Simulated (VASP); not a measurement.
VASP ran on this input.

### KPOINTS
```
Automatic
0
Gamma
  4 4 3
```

File POSCAR:
```
LaAl2BRu2
1
    4.2105000000     0.0000000000     0.0000000000
    0.0000000000     4.2105000000     0.0000000000
    0.0000000000     0.0000000000     5.6613000000
La B Al Ru
1 1 2 2
Direct
  0.0000000000   0.0000000000   0.5000000000
  0.0000000000   0.0000000000   0.0000000000
  0.5000000000   0.5000000000   0.2537000000
  0.5000000000   0.5000000000   0.7463000000
  0.0000000000   0.5000000000   0.0000000000
  0.5000000000   0.0000000000   0.0000000000
```

**INCAR**
```
ALGO=Normal
EDIFF=1E-6
ENCUT=400
ISIF=2
ISMEAR=-1
LASPH=.True.
LCHARG=.False.
LMAXMIX=6
LREAL=.False.
LWAVE=.False.
NELM=100
PREC=Accurate
SIGMA=0.1
SYSTEM=LaAl2BRu2
```

POTCAR, in this order: La B Al Ru_pv (LDA.64 set). Program: vasp_std.

Problem. Write an equivalent input for Ansatz.

Solution. One equivalent input (not run):
Ansatz 0.2 input:
```yaml
crystal:
  lattice:
    - [4.2105000, 0.0000000, 0.0000000]
    - [0.0000000, 4.2105000, 0.0000000]
    - [0.0000000, 0.0000000, 5.6613000]
  atoms:
    - { symbol: La, position: [0.0000000, 0.0000000, 0.5000000] }
    - { symbol: B, position: [0.0000000, 0.0000000, 0.0000000] }
    - { symbol: Al, position: [0.5000000, 0.5000000, 0.2537000] }
    - { symbol: Al, position: [0.5000000, 0.5000000, 0.7463000] }
    - { symbol: Ru, position: [0.0000000, 0.5000000, 0.0000000] }
    - { symbol: Ru, position: [0.5000000, 0.0000000, 0.0000000] }
kpoints:
  mp_grid: { grid: [4, 4, 3] }
hamiltonian:
  xc: lda
  pseudopotentials: { kind: paw }
scf:
  occupations: { method: fermi_dirac, width: 0.1 }
  max_iter: 100
output: { forces: true, stress: true, eigenvalues: true }
```
Limits of the translation: each code has its own PAW files, so the cut-off isn't converted (ENCUT is set for VASP's; basis.ecutwfc is left out, and Ansatz then takes the one that its files recommend); Ansatz stops its SCF on the density residual and VASP on the energy change (EDIFF); Ansatz's lda is the Perdew-Wang form, while the LDA potentials of VASP carry Perdew-Zunger's.

The structure comes from a measured LaAl2BRu2 entry of the Crystallography Open Database, whose conditions weren't checked. The cell was not relaxed at this level. The k-mesh is coarse (spacing up to 0.37 per Å, 2π included), so the numbers may not be converged in it.
